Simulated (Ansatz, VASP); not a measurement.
**LiMgBN2: VASP beside Ansatz**

Wanted: the spread between two codes on one cell, functional and k mesh. The cell is taken from a series of runs on this material, whose earlier steps may have relaxed, scaled, displaced or heated it; both programs get it as it stands.

Program: Ansatz 0.2.0. Level of theory: plane waves, with VASP 6.6.1 beside it; relaxation of cell and atoms at PBEsol. Results are calculated unless marked as measured.

### 1. Starting point

Symmetry: I-4m2, No. 119, tetragonal system. Conventional cell: a = 3.779 Å, b = 3.779 Å, c = 8.848 Å, α = 90.00°, β = 90.00°, γ = 90.00°. Li has 4 N at 2.08 Å nearest. Mg has 4 N at 2.08 Å nearest. B has 2 N at 1.34 Å nearest. N has 1 B at 1.34 Å and 2 Li at 2.08 Å and 2 Mg at 2.08 Å nearest. Farther neighbours and most contacts between anions are not listed.

As a file:

```cif
data_structure
_symmetry_space_group_name_H-M 'I-4m2'
_symmetry_Int_Tables_number 119
_cell_length_a 3.7792
_cell_length_b 3.7792
_cell_length_c 8.8483
_cell_angle_alpha 90.000
_cell_angle_beta 90.000
_cell_angle_gamma 90.000
_cell_volume 126.37
loop_
_atom_site_label
_atom_site_type_symbol
_atom_site_symmetry_multiplicity
_atom_site_Wyckoff_symbol
_atom_site_fract_x
_atom_site_fract_y
_atom_site_fract_z
_atom_site_occupancy
Li1 Li 2 d 0.50000 0.00000 0.25000 1
Mg1 Mg 2 c 0.00000 0.50000 0.25000 1
B1 B 2 b 0.50000 0.50000 0.00000 1
N1 N 4 e 0.50000 0.50000 0.15174 1
```

### 2. VASP: relaxation of cell and atoms, PBEsol

The relaxed volume is the usual yardstick between codes: in a stiff, nearly cubic crystal its relative difference is about their pressure difference at one cell divided by the bulk modulus.

Lines of VASP's logs that name or quote its potential files are left out, and so is its time.

Input file INCAR:

```
SYSTEM = LiMgBN2
PREC = Accurate
ENCUT = 750
EDIFF = 1E-07
NELM = 120
ISMEAR = 0
SIGMA = 0.01
LREAL = .FALSE.
ALGO = Normal
GGA = PS
NBANDS = 15
LORBIT = 11
LWAVE = .FALSE.
LCHARG = .FALSE.
ISIF = 3
IBRION = 2
NSW = 80
EDIFFG = -0.005
LASPH = .TRUE.
GGA_COMPAT = .FALSE.
NELMIN = 4
EFERMI = MIDGAP
KPAR = 2
```

Input file POSCAR:

```
LiMgBN2
1.0
   -1.8895820000      1.8895820000      4.4241360000
    1.8895820000     -1.8895820000      4.4241360000
    1.8895820000      1.8895820000     -4.4241360000
Li Mg B N
1 1 1 2
Direct
    0.2500000000      0.7500000000      0.5000000000
    0.7500000000      0.2500000000      0.5000000000
    0.5000000000      0.5000000000      0.0000000000
    0.6517414926      0.6517414926      0.0000000000
    0.3482585074      0.3482585074      0.0000000000
```

Input file KPOINTS:

```
Automatic mesh
0
Gamma
8 8 8
0 0 0
```

Potentials, in the order of the species: Li_sv, Mg, B and N (PBE family, release 64).

The run is started by

```
mpirun -np 2 vasp_std
```

Numbers of over 12 decimals in the logs are rounded to 6 here.

Output:

```text
[banner, memory and clock lines left out]
running    2 mpi-ranks, on    1 nodes
 distrk:  each k-point on    1 cores,    2 groups
 distr:  one band on    1 cores,    1 groups

 POSCAR found type information on POSCAR LiMgB N
 POSCAR found :  4 types and       5 ions
|                                                                             |
|               ----> ADVICE to this user running VASP <----                  |
|                                                                             |
|     You enforced a specific xc type in the INCAR file but a different       |
|     [... a line on the potential file left out ...]
|     I HOPE YOU KNOW WHAT YOU ARE DOING!                                     |
|                                                                             |

 LDA part: xc-table for (Slater+PW92), standard interpolation
 POSCAR, INCAR and KPOINTS ok, starting setup
 FFT: planning ... GRIDC
 FFT: planning ... GRID_SOFT
 FFT: planning ... GRID
 WAVECAR not read
 entering main loop
       N       E                     dE             d eps       ncg     rms          rms(c)
DAV:   1     0.106715191106E+03    0.10672E+03   -0.10098E+04  1770   0.146E+03
DAV:   2    -0.265569431035E+02   -0.13327E+03   -0.12473E+03  2327   0.302E+02
DAV:   3    -0.384255071691E+02   -0.11869E+02   -0.11823E+02  3131   0.932E+01
DAV:   4    -0.387440308183E+02   -0.31852E+00   -0.31811E+00  2528   0.115E+01
DAV:   5    -0.387559395095E+02   -0.11909E-01   -0.11908E-01  2706   0.192E+00    0.126E+01
DAV:   6    -0.330380677550E+02    0.57179E+01   -0.17344E+01  2275   0.299E+01    0.470E+00
DAV:   7    -0.328176742756E+02    0.22039E+00   -0.81937E-01  2449   0.657E+00    0.319E+00
DAV:   8    -0.327029747646E+02    0.11470E+00   -0.34499E-01  2143   0.469E+00    0.555E-01
DAV:   9    -0.326979557761E+02    0.50190E-02   -0.41626E-02  2447   0.163E+00    0.317E-01
DAV:  10    -0.327003314405E+02   -0.23757E-02   -0.57231E-03  2003   0.746E-01    0.157E-01
DAV:  11    -0.327013052222E+02   -0.97378E-03   -0.68293E-04  2023   0.182E-01    0.856E-02
DAV:  12    -0.327015262303E+02   -0.22101E-03   -0.50929E-04  1994   0.154E-01    0.231E-02
DAV:  13    -0.327015558400E+02   -0.29610E-04   -0.76604E-05  2191   0.632E-02    0.839E-03
DAV:  14    -0.327015555209E+02    0.31910E-06   -0.77295E-06  2260   0.203E-02    0.216E-03
DAV:  15    -0.327015557838E+02   -0.26295E-06   -0.10556E-06  2315   0.744E-03    0.123E-03
DAV:  16    -0.327015557442E+02    0.39624E-07   -0.90906E-08  1816   0.253E-03
   1 F= -.32701556E+02 E0= -.32701556E+02  d E =-.327016E+02
[...]
2 F= -.32701542E+02 E0= -.32701542E+02  d E =0.140345E-04
[...]
3 F= -.32701595E+02 E0= -.32701595E+02  d E =-.395953E-04
[...]
4 F= -.32701626E+02 E0= -.32701626E+02  d E =-.309715E-04
 trial-energy change:   -0.000031  1 .order   -0.000030   -0.000093    0.000033
 step:   0.5951(harm=  0.5895)  dis= 0.00011  next Energy=   -32.701630 (dE=-0.351E-04)
 bond charge predicted
       N       E                     dE             d eps       ncg     rms          rms(c)
DAV:   1    -0.327016440918E+02   -0.17779E-04   -0.27253E-04  1833   0.138E-01    0.239E-02
DAV:   2    -0.327016308998E+02    0.13192E-04   -0.44685E-05  1914   0.482E-02    0.722E-03
DAV:   3    -0.327016304254E+02    0.47444E-06   -0.26580E-06  2316   0.155E-02    0.367E-03
DAV:   4    -0.327016302061E+02    0.21923E-06   -0.16685E-07  1793   0.409E-03    0.128E-03
DAV:   5    -0.327016301459E+02    0.60243E-07   -0.54759E-08  1158   0.214E-03
   5 F= -.32701630E+02 E0= -.32701630E+02  d E =-.348064E-04
 curvature:  -0.49 expect dE=-0.258E-05 dE for cont linesearch -0.627E-10
 trial: gam= 0.04777 g(F)=  0.163E-05 g(S)=  0.368E-05 ort = 0.158E-06 (trialstep = 0.756E+00)
 search vector abs. value=  0.576E-05
 reached required accuracy - stopping structural energy minimisation
```

OUTCAR, selected parts (step 2):

```text
ion  position               nearest neighbor table
   1  0.250  0.750  0.500-   5 2.08   4 2.08   5 2.08   4 2.08   2 2.67   2 2.67   2 2.67   2 2.67

  LATTYP: Found a body centered tetragonal cell.
 ALAT       =     3.7791640000
 C/A-ratio  =     2.3413305165

 Subroutine GETGRP returns: Found  8 space group operations
 (whereof  8 operations were pure point group operations)

The static configuration has the point symmetry D_2d.

 Found     59 irreducible k-points:

   k-points           NKPTS =     59   k-points in BZ     NKDIM =     59   number of bands    NBANDS=     15

   dimension x,y,z NGX =    48 NGY =   48 NGZ =   48
   dimension x,y,z NGXF=    96 NGYF=   96 NGZF=   96

   ENCUT  =  750.0 eV  55.12 Ry    7.42 a.u.  11.54 11.54 11.54*2*pi/ulx,y,z

   NELECT =      18.0000    total number of electrons

 k-points in reciprocal lattice and weights: Automatic mesh
   0.00000000  0.00000000  0.00000000       0.002
   0.12500000  0.00000000 -0.00000000       0.016
   0.25000000  0.00000000 -0.00000000       0.016
   0.37500000  0.00000000 -0.00000000       0.016
   0.50000000  0.00000000 -0.00000000       0.008
   0.12500000  0.12500000 -0.00000000       0.016
   0.25000000  0.12500000 -0.00000000       0.031
   0.37500000  0.12500000 -0.00000000       0.031
   0.50000000  0.12500000 -0.00000000       0.031
[...]
-0.37500000 -0.37500000  0.37500000       0.004
   0.50000000  0.50000000  0.50000000       0.002

 average (electrostatic) potential at core
       1 -61.1337       2 -37.8875       3 -30.2638       4 -65.4210       5 -65.4210

 E-fermi :   2.2096

 k-point     1 :       0.0000    0.0000    0.0000
  band No.  band energies     occupation
    ...
      5      -1.5607      2.00000
      6      -1.1859      2.00000
      7      -1.1859      2.00000
      8      -0.4696      2.00000
      9      -0.4696      2.00000
     10       3.4784      0.00000
     11       6.9231      0.00000
     12       8.8102      0.00000
     13       8.8102      0.00000
     14       9.2822      0.00000
    ...

 k-point     2 :       0.1250    0.0000   -0.0000
  band No.  band energies     occupation
    ...
      5      -1.8378      2.00000
      6      -1.3924      2.00000
      7      -1.2560      2.00000
      8      -0.3461      2.00000
      9      -0.3293      2.00000
     10       3.8812      0.00000
     11       7.1426      0.00000
     12       8.2454      0.00000
     13       8.6721      0.00000
     14       9.7756      0.00000
    ...

 k-point     3 :       0.2500    0.0000   -0.0000
  band No.  band energies     occupation
    ...
      5      -2.4906      2.00000
      6      -1.5808      2.00000
      7      -1.3619      2.00000
      8      -0.2337      2.00000
      9      -0.0503      2.00000
     10       4.7857      0.00000
     11       7.2727      0.00000
     12       8.0425      0.00000
     13       8.3741      0.00000
     14       9.9931      0.00000
    ...

  Total       -0.0039700     -0.0039700      0.0186919      0.0000000     -0.0000000     -0.0000000
  in kB       -0.1008581     -0.1008581      0.4748694      0.0000000     -0.0000000     -0.0000000
  external PRESSURE =       0.0910511 kB  Pullay stress =       0.0000000 kB

  energy-cutoff  :      750.00
  volume of cell :       63.07
      direct lattice vectors                 reciprocal lattice vectors
    -1.887931312  1.887931312  4.423423767     0.000000000  0.264840144  0.113034614
     1.887931312 -1.887931312  4.423423767     0.264840144  0.000000000  0.113034614
     1.887931312  1.887931312 -4.423423767     0.264840144  0.264840144  0.000000000

 POSITION                                       TOTAL-FORCE (eV/Angst)
 -----------------------------------------------------------------------------------
      1.88793      0.00000      2.21171        -0.000000      0.000000     -0.000000
      0.00000      1.88793      2.21171        -0.000000      0.000000     -0.000000
      0.00000      0.00000      4.42342        -0.000000      0.000000     -0.000000
      0.00000      0.00000      5.76629         0.000000     -0.000000     -0.004111
      0.00000      0.00000      3.08055         0.000000     -0.000000      0.004111
 -----------------------------------------------------------------------------------
    total drift:                               -0.000000      0.000000     -0.000000

  FREE ENERGIE OF THE ION-ELECTRON SYSTEM (eV)
  ---------------------------------------------------
  free  energy   TOTEN  =       -32.7016301459 eV

  energy  without entropy=      -32.7016301459  energy(sigma->0) =      -32.70163015

 reached required accuracy - stopping structural energy minimisation

 total charge
# of ion       s       p       d       tot
------------------------------------------
    1        2.031   0.081   0.000   2.112
    2        0.171   0.181   0.065   0.417
    3        0.813   1.404   0.000   2.216
    4        1.226   2.589   0.000   3.815
    5        1.226   2.589   0.000   3.815
--------------------------------------------------
tot          5.466   6.844   0.065  12.375

[... 3 further parts left out ...]
```

CONTCAR:

```
LiMgBN2
   1.00000000000000
    -1.8879313120955485    1.8879313120955485    4.4234237667119389
     1.8879313120955485   -1.8879313120955485    4.4234237667119389
     1.8879313120955485    1.8879313120955485   -4.4234237667119389
  Li              Mg              B               N
     1     1     1     2
Direct
     0.2500000000000000    0.7500000000000000    0.5000000000000000
     0.7500000000000000    0.2500000000000000    0.5000000000000000
     0.5000000000000000    0.5000000000000000    0.0000000000000000
     0.6517907067215114    0.6517907067215114    0.0000000000000000
     0.3482092932784885    0.3482092932784885    0.0000000000000000
```

The run keeps the 8 symmetry operations of its start, so it cannot find a distortion of lower symmetry.

[end of part 1 of 2]

[Lines on the potential files, build, host, timing and source positions are cut from VASP's logs without a mark.]

[Logs are printed without paths, hosts, clocks, repeated set-up lines and the standing remarks that a program may print on its own settings, such as how far it seeks lower states.]

[Hosts, paths, dates, database ids (printed as entryN), source tags and the programs' standing remarks are cut or masked in the printed files.]
